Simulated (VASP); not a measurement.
```yaml
crystal:
  lattice:
    - [0.00000, 3.30201, 3.30201]
    - [3.30201, 0.00000, 3.30201]
    - [3.30201, 3.30201, 0.00000]
  atoms:
    - { symbol: Sn, position: [0.00000, 0.00000, 0.00000] }
    - { symbol: Te, position: [0.50000, 0.50000, 0.50000] }
```

Level of theory: vdW-DF2, VASP's PBE PAW potentials (set 64) (plane waves; VASP 6.6.1). Run with 520 eV cut-off, 7×7×7 Γ-centred mesh, Gaussian smearing of 0.050 eV, potentials Sn_d Te.

### Question
Predict the energy per atom (σ→0), pressure.

### Answer

```json
{
  "energy per atom (σ→0)": "-1.003 eV/atom",
  "pressure": "10.4 kbar"
}
```

The compound is SnTe in the rock salt structure, which distorts at low temperature. This cell is one point of a volume scan, at 0.97 of the reference volume.
